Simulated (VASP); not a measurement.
## Zn4S3Se (ordered alloy cell): computed properties

All values below come from PBEsol GGA, VASP's PBE PAW potentials (set 64) (plane waves; VASP).

For Zn4S3Se, the space group is R3m (160), the cell is a = 3.8363 Å, b = 3.8363 Å, c = 37.6050 Å, α = 90.00°, β = 90.00°, γ = 120.00° and the volume per atom is 19.97 Å³/atom. The band gap (over mesh and band path) is 1.53 eV, the smallest direct gap (over mesh and band path) comes out as 1.53 eV and the band-edge character comes out as direct, Γ to Γ. The density is 4.54 g/cm³.

```xyz
8
Lattice="0.0000 2.7127 2.7127 2.7127 0.0000 2.7127 10.8540 10.8540 -0.0032" Properties=species:S:1:pos:R:3 pbc="T T T"
Zn    10.7902    10.7902     0.0606
Zn     5.4864     5.4864     5.3644
Zn     8.1586     8.1586     5.4048
Zn     8.1226     8.1226     0.0155
Se     1.3674     1.3674     1.3453
S      4.1047     4.1047     1.3207
S      6.7809     6.7809     1.3572
S      9.4568     9.4568     1.3940
```

The structure was generated: Zn4S3Se was put into an ordered model structure (R3m), which need not be its known phase. It was relaxed first. Symmetry was kept, so distortions that lower it aren't found.
